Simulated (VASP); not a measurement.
Energy against volume of BN (wurtzite). Level of theory: vdW-DF-cx, VASP's PBE PAW potentials (set 64) (plane waves; VASP). Numerical set-up: 520 eV cut-off, 10×10×5 Γ-centred mesh, Gaussian smearing of 0.050 eV, potentials B N.

Shape and ions are relaxed at each volume.

```tsv
V (Å³/atom)	E (eV/atom)
5.765	-7.86563
5.944	-7.87257
6.122	-7.86685
6.300	-7.85012
```

### Question
Fit these four points and predict the energy of the run at 5.587 Å³/atom.

### Answer
A cubic in V^(−2/3), the third-order Birch-Murnaghan form, passes through the four points with V0 = 5.95 Å³/atom and B0 = 377 GPa, and gives -7.8443 eV/atom there. The run gave -7.8441 eV/atom, +0.2 meV/atom from the fit; all five points give B0 = 378 GPa.

The compound is BN in the wurtzite structure, a metastable high-pressure form. It was relaxed first.
